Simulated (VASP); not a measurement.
These are PBE GGA, VASP's PBE PAW potentials (set 64) (plane waves; VASP 6.6.1) values and carry that method's errors.

VASP ran on this input.

### INCAR
```
ALGO  =  Fast
EDIFF  =  1E-5
EDIFFG  =  -0.03
ENCUT  =  400
GGA  =  PE
IBRION  =  2
ISIF  =  2
ISMEAR  =  0
ISPIN  =  2
ISYM  =  0
LASPH  =  T
LCHARG  =  F
LMAXMIX  =  4
LORBIT  =  10
LREAL  =  Auto
LWAVE  =  T
MAGMOM  =  63*0.0476
NELM  =  100
NELMIN  =  4
NSW  =  60
NUPDOWN  =  3
PREC  =  Normal
SIGMA  =  0.05
SYSTEM  =  Al31As32
```

File POSCAR:
```
Al31As32
1
   11.4648462108     0.0000000000     0.0000000000
    0.0000000000    11.4648462108    -0.0000000000
   -0.0000000000    -0.0000000000    11.4648462108
Al As
31 32
Direct
  0.5000000000   0.0000000000   0.0000000000
  0.7500000000   0.2500000000   0.0000000000
  0.7500000000   0.0000000000   0.2500000000
  0.0000000000   0.0000000000   0.0000000000
  0.2500000000   0.2500000000   0.0000000000
  0.5000000000   0.5000000000   0.0000000000
  0.7500000000   0.7500000000   0.0000000000
  0.2500000000   0.0000000000   0.2500000000
  0.5000000000   0.2500000000   0.2500000000
  0.7500000000   0.5000000000   0.2500000000
  0.5000000000   0.0000000000   0.5000000000
  0.7500000000   0.2500000000   0.5000000000
  0.7500000000   0.0000000000   0.7500000000
  0.0000000000   0.5000000000   0.0000000000
  0.2500000000   0.7500000000   0.0000000000
  0.0000000000   0.2500000000   0.2500000000
  0.2500000000   0.5000000000   0.2500000000
  0.5000000000   0.7500000000   0.2500000000
  0.0000000000   0.0000000000   0.5000000000
  0.2500000000   0.2500000000   0.5000000000
  0.7500000000   0.7500000000   0.5000000000
  0.2500000000   0.0000000000   0.7500000000
  0.5000000000   0.2500000000   0.7500000000
  0.7500000000   0.5000000000   0.7500000000
  0.0000000000   0.7500000000   0.2500000000
  0.0000000000   0.5000000000   0.5000000000
  0.2500000000   0.7500000000   0.5000000000
  0.0000000000   0.2500000000   0.7500000000
  0.2500000000   0.5000000000   0.7500000000
  0.5000000000   0.7500000000   0.7500000000
  0.0000000000   0.7500000000   0.7500000000
  0.6250000000   0.1250000000   0.1250000000
  0.8750000000   0.3750000000   0.1250000000
  0.8750000000   0.1250000000   0.3750000000
  0.1250000000   0.1250000000   0.1250000000
  0.3750000000   0.3750000000   0.1250000000
  0.6250000000   0.6250000000   0.1250000000
  0.8750000000   0.8750000000   0.1250000000
  0.3750000000   0.1250000000   0.3750000000
  0.6254120000   0.3791280000   0.3785100000
  0.8750000000   0.6250000000   0.3750000000
  0.6250000000   0.1250000000   0.6250000000
  0.8750000000   0.3750000000   0.6250000000
  0.8750000000   0.1250000000   0.8750000000
  0.1250000000   0.6250000000   0.1250000000
  0.3750000000   0.8750000000   0.1250000000
  0.1250000000   0.3750000000   0.3750000000
  0.3759340000   0.6266860000   0.3753560000
  0.6250000000   0.8750000000   0.3750000000
  0.1250000000   0.1250000000   0.6250000000
  0.3760720000   0.3791380000   0.6264630000
  0.6245310000   0.6225660000   0.6284070000
  0.8750000000   0.8750000000   0.6250000000
  0.3750000000   0.1250000000   0.8750000000
  0.6250000000   0.3750000000   0.8750000000
  0.8750000000   0.6250000000   0.8750000000
  0.1250000000   0.8750000000   0.3750000000
  0.1250000000   0.6250000000   0.6250000000
  0.3750000000   0.8750000000   0.6250000000
  0.1250000000   0.3750000000   0.8750000000
  0.3750000000   0.6250000000   0.8750000000
  0.6250000000   0.8750000000   0.8750000000
  0.1250000000   0.8750000000   0.8750000000
```

KPOINTS:
```
Automatic mesh
0
gamma
 1 1 1
0 0 0
```

POTCAR, in this order: Al As (PBE.64 set). Program: vasp_gam.

The run wrote:

**OSZICAR**
```
       N       E                     dE             d eps       ncg     rms          rms(c)
DAV:   1     0.132718171086E+04    0.13272E+04   -0.90705E+04   636   0.110E+03
DAV:   2    -0.127086616672E+03   -0.14543E+04   -0.13830E+04   842   0.198E+02
DAV:   3    -0.290395686850E+03   -0.16331E+03   -0.16049E+03   752   0.661E+01
DAV:   4    -0.295672050853E+03   -0.52764E+01   -0.52581E+01   728   0.133E+01
DAV:   5    -0.295792350721E+03   -0.12030E+00   -0.12011E+00   816   0.219E+00    0.178E+01
RMM:   6    -0.289976079258E+03    0.58163E+01   -0.10543E+01   636   0.454E+00    0.104E+01
RMM:   7    -0.289190381161E+03    0.78570E+00   -0.12571E+01   636   0.494E+00    0.351E+00
RMM:   8    -0.289192670419E+03   -0.22893E-02   -0.85687E-01   636   0.201E+00    0.197E+00
RMM:   9    -0.289179930044E+03    0.12740E-01   -0.32692E-01   636   0.103E+00    0.675E-01
RMM:  10    -0.289182453382E+03   -0.25233E-02   -0.31389E-02   645   0.383E-01    0.346E-01
RMM:  11    -0.289183943399E+03   -0.14900E-02   -0.87857E-03   640   0.195E-01    0.180E-01
RMM:  12    -0.289185588591E+03   -0.16452E-02   -0.33327E-03   643   0.113E-01    0.696E-02
RMM:  13    -0.289185641974E+03   -0.53383E-04   -0.10300E-03   638   0.632E-02    0.348E-02
RMM:  14    -0.289185695036E+03   -0.53062E-04   -0.24418E-04   644   0.315E-02    0.142E-02
RMM:  15    -0.289185703129E+03   -0.80930E-05   -0.58107E-05   502   0.149E-02
   1 F= -.28918570E+03 E0= -.28918570E+03  d E =-.289186E+03  mag=     3.0000
       N       E                     dE             d eps       ncg     rms          rms(c)
DAV:   1    -0.289234099461E+03   -0.48404E-01   -0.13798E+00   712   0.215E+00    0.402E-01
RMM:   2    -0.289241667487E+03   -0.75680E-02   -0.93914E-02   636   0.531E-01    0.141E-01
RMM:   3    -0.289242593547E+03   -0.92606E-03   -0.15390E-02   649   0.225E-01    0.973E-02
RMM:   4    -0.289242663529E+03   -0.69982E-04   -0.28276E-03   646   0.100E-01    0.673E-02
RMM:   5    -0.289242719536E+03   -0.56007E-04   -0.71871E-04   664   0.534E-02    0.338E-02
RMM:   6    -0.289242740434E+03   -0.20898E-04   -0.18127E-04   632   0.268E-02    0.203E-02
RMM:   7    -0.289242746091E+03   -0.56570E-05   -0.38702E-05   463   0.138E-02
   2 F= -.28924275E+03 E0= -.28924275E+03  d E =-.570430E-01  mag=     3.0000
       N       E                     dE             d eps       ncg     rms          rms(c)
DAV:   1    -0.289247316535E+03   -0.45761E-02   -0.27872E-01   712   0.969E-01    0.180E-01
RMM:   2    -0.289248845432E+03   -0.15289E-02   -0.18929E-02   636   0.240E-01    0.642E-02
RMM:   3    -0.289249026084E+03   -0.18065E-03   -0.30392E-03   645   0.102E-01    0.436E-02
RMM:   4    -0.289249044115E+03   -0.18031E-04   -0.58626E-04   645   0.459E-02    0.308E-02
RMM:   5    -0.289249056835E+03   -0.12720E-04   -0.14571E-04   636   0.244E-02    0.159E-02
RMM:   6    -0.289249060962E+03   -0.41272E-05   -0.32991E-05   445   0.123E-02
   3 F= -.28924906E+03 E0= -.28924906E+03  d E =-.633578E-01  mag=     3.0000
       N       E                     dE             d eps       ncg     rms          rms(c)
DAV:   1    -0.289253652373E+03   -0.45955E-02   -0.16738E-01   680   0.773E-01    0.133E-01
RMM:   2    -0.289254557569E+03   -0.90520E-03   -0.11193E-02   636   0.191E-01    0.479E-02
RMM:   3    -0.289254690981E+03   -0.13341E-03   -0.18103E-03   644   0.813E-02    0.352E-02
RMM:   4    -0.289254700723E+03   -0.97422E-05   -0.29963E-04   646   0.349E-02    0.231E-02
RMM:   5    -0.289254705459E+03   -0.47362E-05   -0.68717E-05   553   0.180E-02
   4 F= -.28925471E+03 E0= -.28925471E+03  d E =-.564450E-02  mag=     3.0000
       N       E                     dE             d eps       ncg     rms          rms(c)
DAV:   1    -0.289255297855E+03   -0.59713E-03   -0.79843E-02   696   0.535E-01    0.919E-02
RMM:   2    -0.289255745092E+03   -0.44724E-03   -0.54389E-03   636   0.134E-01    0.351E-02
RMM:   3    -0.289255815426E+03   -0.70334E-04   -0.89808E-04   644   0.574E-02    0.263E-02
RMM:   4    -0.289255820906E+03   -0.54803E-05   -0.14750E-04   645   0.248E-02    0.168E-02
RMM:   5    -0.289255823904E+03   -0.29973E-05   -0.35944E-05   470   0.130E-02
   5 F= -.28925582E+03 E0= -.28925582E+03  d E =-.676294E-02  mag=     3.0000
       N       E                     dE             d eps       ncg     rms          rms(c)
DAV:   1    -0.289257027642E+03   -0.12067E-02   -0.35940E-02   696   0.369E-01    0.627E-02
RMM:   2    -0.289257223184E+03   -0.19554E-03   -0.22783E-03   636   0.886E-02    0.249E-02
RMM:   3    -0.289257257344E+03   -0.34160E-04   -0.38472E-04   648   0.388E-02    0.182E-02
RMM:   4    -0.289257259657E+03   -0.23125E-05   -0.58610E-05   549   0.169E-02
   6 F= -.28925726E+03 E0= -.28925726E+03  d E =-.143575E-02  mag=     3.0000
       N       E                     dE             d eps       ncg     rms          rms(c)
DAV:   1    -0.289257474491E+03   -0.21715E-03   -0.26309E-02   680   0.315E-01    0.535E-02
RMM:   2    -0.289257618518E+03   -0.14403E-03   -0.16620E-03   636   0.759E-02    0.224E-02
RMM:   3    -0.289257645852E+03   -0.27334E-04   -0.29370E-04   651   0.339E-02    0.167E-02
RMM:   4    -0.289257648082E+03   -0.22302E-05   -0.43939E-05   487   0.148E-02
   7 F= -.28925765E+03 E0= -.28925765E+03  d E =-.182418E-02  mag=     3.0000
       N       E                     dE             d eps       ncg     rms          rms(c)
DAV:   1    -0.289258063135E+03   -0.41728E-03   -0.21926E-02   680   0.270E-01    0.450E-02
RMM:   2    -0.289258173219E+03   -0.11008E-03   -0.12594E-03   636   0.612E-02    0.182E-02
RMM:   3    -0.289258193462E+03   -0.20244E-04   -0.21952E-04   644   0.269E-02    0.131E-02
RMM:   4    -0.289258194348E+03   -0.88612E-06   -0.31270E-05   431   0.115E-02
   8 F= -.28925819E+03 E0= -.28925819E+03  d E =-.546267E-03  mag=     3.0000
```

### OUTCAR
```
------------------------ aborting loop because EDIFF is reached ----------------------------------------
  FORCE on cell =-STRESS in cart. coord.  units (eV):
  Direction    XX          YY          ZZ          XY          YZ          ZX
  --------------------------------------------------------------------------------------
  Total        0.9229675      0.8892788      0.9282013      0.0416228     -0.0085117      0.0860224
  in kB        0.9812785      0.9454615      0.9868429      0.0442525     -0.0090495      0.0914571
  external PRESSURE =       0.9711943 kB  Pullay stress =       0.0000000 kB
  volume of cell :     1506.97
      direct lattice vectors                 reciprocal lattice vectors
    11.464846211  0.000000000  0.000000000     0.087223150  0.000000000  0.000000000
     0.000000000 11.464846211  0.000000000     0.000000000  0.087223150  0.000000000
     0.000000000  0.000000000 11.464846211     0.000000000  0.000000000  0.087223150
  FREE ENERGIE OF THE ION-ELECTRON SYSTEM (eV)
  ---------------------------------------------------
  free  energy   TOTEN  =      -289.2581943485 eV

  energy  without entropy=     -289.2581943485  energy(sigma->0) =     -289.25819435

 total charge

# of ion       s       p       d       tot
------------------------------------------
    1        0.400   0.358   0.000   0.758
    2        0.395   0.361   0.000   0.756
    3        0.395   0.361   0.000   0.756
    4        0.395   0.361   0.000   0.756
    5        0.395   0.361   0.000   0.756
    6        0.394   0.360   0.000   0.754
    7        0.395   0.361   0.000   0.756
    8        0.395   0.361   0.000   0.756
    9        0.396   0.360   0.000   0.756
   10        0.396   0.360   0.000   0.756
   11        0.394   0.360   0.000   0.754
   12        0.396   0.360   0.000   0.756
   13        0.395   0.361   0.000   0.756
   14        0.400   0.358   0.000   0.758
   15        0.395   0.361   0.000   0.756
   16        0.395   0.361   0.000   0.756
   17        0.396   0.360   0.000   0.756
   18        0.396   0.360   0.000   0.756
   19        0.400   0.358   0.000   0.758
   20        0.396   0.360   0.000   0.756
   21        0.396   0.360   0.000   0.756
   22        0.395   0.361   0.000   0.756
   23        0.396   0.360   0.000   0.756
   24        0.396   0.360   0.000   0.756
   25        0.395   0.361   0.000   0.756
   26        0.394   0.360   0.000   0.754
   27        0.396   0.360   0.000   0.756
   28        0.395   0.361   0.000   0.756
   29        0.396   0.360   0.000   0.756
   30        0.396   0.360   0.000   0.756
   31        0.395   0.361   0.000   0.756
   32        1.189   1.663   0.022   2.874
   33        1.189   1.663   0.022   2.874
   34        1.189   1.663   0.022   2.874
   35        1.186   1.673   0.022   2.881
   36        1.184   1.678   0.022   2.885
   37        1.184   1.678   0.022   2.884
   38        1.186   1.673   0.022   2.881
   39        1.184   1.678   0.022   2.885
   40        1.222   1.563   0.019   2.804
   41        1.184   1.678   0.022   2.884
   42        1.184   1.678   0.022   2.884
   43        1.184   1.678   0.022   2.884
   44        1.186   1.673   0.022   2.881
   45        1.189   1.663   0.022   2.875
   46        1.189   1.663   0.022   2.874
   47        1.184   1.678   0.022   2.884
   48        1.222   1.563   0.019   2.804
   49        1.184   1.678   0.022   2.884
   50        1.189   1.663   0.022   2.875
   51        1.222   1.563   0.019   2.804
   52        1.222   1.563   0.019   2.804
   53        1.189   1.663   0.022   2.875
   54        1.189   1.663   0.022   2.875
   55        1.184   1.678   0.022   2.884
   56        1.189   1.663   0.022   2.875
   57        1.189   1.663   0.022   2.874
   58        1.184   1.678   0.022   2.884
   59        1.184   1.678   0.022   2.884
   60        1.189   1.663   0.022   2.874
   61        1.184   1.678   0.022   2.884
   62        1.189   1.663   0.022   2.874
   63        1.186   1.674   0.022   2.881
--------------------------------------------------
tot         50.379  64.206   0.694 115.280

 magnetization (x)

# of ion       s       p       d       tot
------------------------------------------
    1       -0.001   0.007   0.000   0.006
    2       -0.001  -0.000   0.000  -0.001
    3       -0.001  -0.000   0.000  -0.001
    4       -0.000   0.000   0.000  -0.000
    5       -0.001  -0.000   0.000  -0.001
    6       -0.000  -0.000   0.000  -0.000
    7       -0.001  -0.000   0.000  -0.001
    8       -0.001  -0.000   0.000  -0.001
    9       -0.001   0.002   0.000   0.001
   10       -0.001   0.002   0.000   0.001
   11       -0.000  -0.000   0.000  -0.000
   12       -0.001   0.002   0.000   0.001
   13       -0.001  -0.000   0.000  -0.001
   14       -0.001   0.007   0.000   0.006
   15       -0.001  -0.000   0.000  -0.001
   16       -0.001  -0.000   0.000  -0.001
   17       -0.001   0.002   0.000   0.001
   18       -0.001   0.002   0.000   0.001
...
```
(Selected blocks of OUTCAR.)

**CONTCAR**
```
Al31As32
   1.00000000000000
    11.4648462107999993    0.0000000000000000    0.0000000000000000
     0.0000000000000000   11.4648462107999993    0.0000000000000000
     0.0000000000000000    0.0000000000000000   11.4648462107999993
  Al              As
    31    32
Direct
     0.5000378674586761    0.0002780443210994    0.0001396762586605
     0.7498164035859840    0.2501015347102243    0.0000712325155864
     0.7498206132379632    0.9998846286924049    0.2503175676286175
     0.0000056364860734    0.0000280805950115    0.0000281039473506
     0.2503817031909806    0.2503041421325679    0.0003651441253073
     0.4999946874125472    0.4999959861359896    0.0001765745169250
     0.7498247806305895    0.7498551043193319    0.0001971564566787
     0.2503742136611939    0.0004889459196593    0.2504057071547122
     0.5003431676328962    0.2519191592507426    0.2519549658750591
     0.7485875972139824    0.5000744266627148    0.2516281895728407
     0.5000083066935149    0.0001225516589939    0.5000135247910862
     0.7484571746512214    0.2516409526625907    0.5000215775117745
     0.7497689113021022    0.0002779244430461    0.7497718472106147
     0.0000216244506503    0.5000360952594353    0.0001866190529420
     0.2501194196191312    0.7499334742395874    0.0000336122876565
     0.0002845860087989    0.2503139724468529    0.2503615711263242
     0.2514216108475539    0.5000611226715880    0.2514084525442476
     0.5001865688715308    0.7488765701042708    0.2512635415712189
     0.9999752293957639    0.0001430665282906    0.5000896898653158
     0.2516734794996701    0.2517130791003136    0.5002449273166399
     0.7485516961050149    0.7484890116855094    0.5002480713825420
     0.2501872277780589    0.9999568536095788    0.7498752597266880
     0.4999501412520972    0.2515357528979233    0.7485894041353535
     0.7489442542792051    0.4997455260027419    0.7490728731503571
     0.9998319325125722    0.7498707609382942    0.2503025509613354
     0.0000506621332014    0.5000252738313680    0.4999974638276610
     0.2512913828923179    0.7488547319691388    0.5001640790416272
     0.9999887025460699    0.2501416493715360    0.7498698365706705
     0.2512331415292288    0.5002653540682371    0.7488600822928962
     0.4999110027016177    0.7487657805803244    0.7489388141772205
     0.0000940003446178    0.7499363280304715    0.7498382068311835
     0.6252892194282901    0.1252945353545411    0.1254977835489245
     0.8748649740286834    0.3746740877988067    0.1253010616708715
     0.8748211166719214    0.1252671062292831    0.3747112544457724
     0.1249573848124599    0.1249684053604570    0.1249837906594599
     0.3751019922204309    0.3749523406686226    0.1252983611634683
     0.6251236710720742    0.6250508586460704    0.1251043526746304
     0.8750789341655134    0.8751175948020722    0.1249700127012802
     0.3751108815520756    0.1253667774302731    0.3750933427106984
     0.6245810611079530    0.3760137767339759    0.3759316577570796
     0.8749596983132943    0.6251225279079184    0.3750533273890594
     0.6250092669696010    0.1251696729407298    0.6250348407244047
     0.8750747983740098    0.3748954409186820    0.6250829212875635
     0.8750899136375543    0.1249326104384482    0.8751112459860083
     0.1250978458290094    0.6254036356846189    0.1252488565280793
     0.3746357042095582    0.8750978278532269    0.1251965461263104
     0.1252080339616302    0.3749930845369599    0.3750543783347984
     0.3750484277770937    0.6252221005026560    0.3750000985763059
     0.6251213435242993    0.8749467532830439    0.3751063210683446
     0.1252722466849806    0.1252212700282692    0.6253329382472638
     0.3752850881717181    0.3757134577971245    0.6250157261620771
     0.6250326000840457    0.6248005010974893    0.6255410512951425
     0.8748208941869776    0.8749496179676540    0.6253740440740618
     0.3746581718360292    0.1252288436862881    0.8748868909990557
     0.6250394687290680    0.3748351316912428    0.8751455837211664
     0.8750210330744056    0.6254407491088219    0.8750377551066398
     0.1251467731581102    0.8750592304885507    0.3746577103825561
     0.1249953184050927    0.6251395770891504    0.6250756817694809
     0.3750016053574062    0.8750435604498423    0.6251216067730127
     0.1251539908420486    0.3746391757169270    0.8750377957643982
     0.3748921428103450    0.6251359290993410    0.8751912233882720
     0.6253958280971639    0.8750535750777387    0.8749974657022359
     0.1249218449823273    0.8751323587713331    0.8751040498344824
```

The supercell is sampled at Γ alone, which is coarse: total energies, pressure and levels can be off, energies of defects by several tenths of an eV.

The cell is a supercell with a defect, built from AlAs (zinc blende): vac_Al.
